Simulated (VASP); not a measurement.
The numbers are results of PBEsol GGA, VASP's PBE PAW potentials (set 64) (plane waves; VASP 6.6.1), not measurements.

Input for VASP

### INCAR
```
SYSTEM=KF
PREC=Accurate; ENCUT=520; LREAL=.FALSE.
LASPH=.TRUE.
EDIFF=1E-7; NELM=100; ALGO=Normal
ISMEAR=-5
GGA=PS
ISIF=2
LWAVE=.FALSE.; LCHARG=.TRUE.; LORBIT=11
NEDOS=601
```

**KPOINTS**
```
Automatic mesh
0
Gamma
10 10 10
0 0 0
```

**POSCAR**
```
KF
1
    0.0000000000     2.6557847636     2.6557847636
    2.6557847636     0.0000000000     2.6557847636
    2.6557847636     2.6557847636     0.0000000000
K F
1 1
Direct
  0.0000000000   0.0000000000   0.0000000000
  0.5000000000   0.5000000000   0.5000000000
```

POTCAR, in this order: K_sv F (PBE.64 set). Program: vasp_std.

What VASP printed:

**OSZICAR**
```
       N       E                     dE             d eps       ncg     rms          rms(c)
DAV:   1     0.112863145872E+03    0.11286E+03   -0.83875E+03  1128   0.129E+03
DAV:   2    -0.454735997530E+01   -0.11741E+03   -0.10877E+03  1444   0.328E+02
DAV:   3    -0.951235319444E+01   -0.49650E+01   -0.49386E+01  1460   0.627E+01
DAV:   4    -0.964049774599E+01   -0.12814E+00   -0.12806E+00  1732   0.913E+00
DAV:   5    -0.964167741532E+01   -0.11797E-02   -0.11796E-02  1404   0.972E-01    0.592E+00
DAV:   6    -0.855624850921E+01    0.10854E+01   -0.37677E+00  1208   0.177E+01    0.402E+00
DAV:   7    -0.852425640025E+01    0.31992E-01   -0.11534E-01  1540   0.317E+00    0.242E+00
DAV:   8    -0.851793135259E+01    0.63250E-02   -0.51507E-02  1232   0.270E+00    0.211E-01
DAV:   9    -0.851956848871E+01   -0.16371E-02   -0.60911E-03  1556   0.670E-01    0.118E-01
DAV:  10    -0.851992871827E+01   -0.36023E-03   -0.66999E-04  1320   0.262E-01    0.691E-02
DAV:  11    -0.852015603632E+01   -0.22732E-03   -0.33847E-04  1204   0.146E-01    0.183E-02
DAV:  12    -0.852014963587E+01    0.64005E-05   -0.52213E-05  1444   0.653E-02    0.769E-03
DAV:  13    -0.852014937735E+01    0.25852E-06   -0.53927E-06  1232   0.231E-02    0.246E-03
DAV:  14    -0.852014940082E+01   -0.23480E-07   -0.29679E-07  1436   0.543E-03
   1 F= -.85201494E+01 E0= -.85201494E+01  d E =0.000000E+00
```

### OUTCAR
```
------------------------ aborting loop because EDIFF is reached ----------------------------------------
  FORCE on cell =-STRESS in cart. coord.  units (eV):
  Direction    XX          YY          ZZ          XY          YZ          ZX
  --------------------------------------------------------------------------------------
  Total       -0.0103784     -0.0103784     -0.0103784      0.0000000      0.0000000      0.0000000
  in kB       -0.4438441     -0.4438441     -0.4438441      0.0000000      0.0000000      0.0000000
  external PRESSURE =      -0.4438441 kB  Pullay stress =       0.0000000 kB
  volume of cell :       37.46
      direct lattice vectors                 reciprocal lattice vectors
     0.000000000  2.655784764  2.655784764    -0.188268269  0.188268269  0.188268269
     2.655784764  0.000000000  2.655784764     0.188268269 -0.188268269  0.188268269
     2.655784764  2.655784764  0.000000000     0.188268269  0.188268269 -0.188268269
  FREE ENERGIE OF THE ION-ELECTRON SYSTEM (eV)
  ---------------------------------------------------
  free  energy   TOTEN  =        -8.5201494008 eV

  energy  without entropy=       -8.5201494008  energy(sigma->0) =       -8.52014940

 total charge

# of ion       s       p       d       tot
------------------------------------------
    1        1.957   5.579   0.035   7.571
    2        1.728   4.342   0.000   6.070
--------------------------------------------------
tot          3.686   9.921   0.035  13.641
```
(Selected blocks of OUTCAR.)

File OUTCAR:
```
 val. band max:       -2.8604586788   @ k =   0.0000   0.0000   0.0000

 cond. band min:       3.2599438068   @ k =   0.0000   0.0000   0.0000


 Fermi energy:        -2.8396337769

 k-point     1 :       0.0000    0.0000    0.0000
  band No.  band energies     occupation
      1     -28.7751      2.00000
      2     -21.3982      2.00000
      3     -12.0727      2.00000
      4     -12.0727      2.00000
      5     -12.0727      2.00000
      6      -2.8605      2.00000
      7      -2.8605      2.00000
      8      -2.8605      2.00000
      9       3.2599      0.00000
     10       7.8220      0.00000
     11       7.8220      0.00000
     12       7.8220      0.00000

 k-point     2 :       0.1000    0.0000    0.0000
  band No.  band energies     occupation
      1     -28.7651      2.00000
      2     -21.4080      2.00000
      3     -12.1011      2.00000
      4     -12.0765      2.00000
      5     -12.0765      2.00000
      6      -2.9588      2.00000
      7      -2.8973      2.00000
      8      -2.8973      2.00000
      9       3.5490      0.00000
     10       7.6407      0.00000
     11       7.9627      0.00000
     12       7.9627      0.00000

 k-point     3 :       0.2000    0.0000    0.0000
  band No.  band energies     occupation
      1     -28.7385      2.00000
      2     -21.4332      2.00000
      3     -12.1749      2.00000
      4     -12.0862      2.00000
      5     -12.0862      2.00000
      6      -3.1917      2.00000
      7      -2.9923      2.00000
      8      -2.9923      2.00000
      9       4.3159      0.00000
     10       7.3149      0.00000
     11       8.3410      0.00000
     12       8.3410      0.00000

 k-point     4 :       0.3000    0.0000    0.0000
  band No.  band energies     occupation
      1     -28.7054      2.00000
      2     -21.4647      2.00000
      3     -12.2651      2.00000
      4     -12.0980      2.00000
      5     -12.0980      2.00000
      6      -3.4441      2.00000
...
```

The compound is KF in the rock salt structure. It was relaxed first.
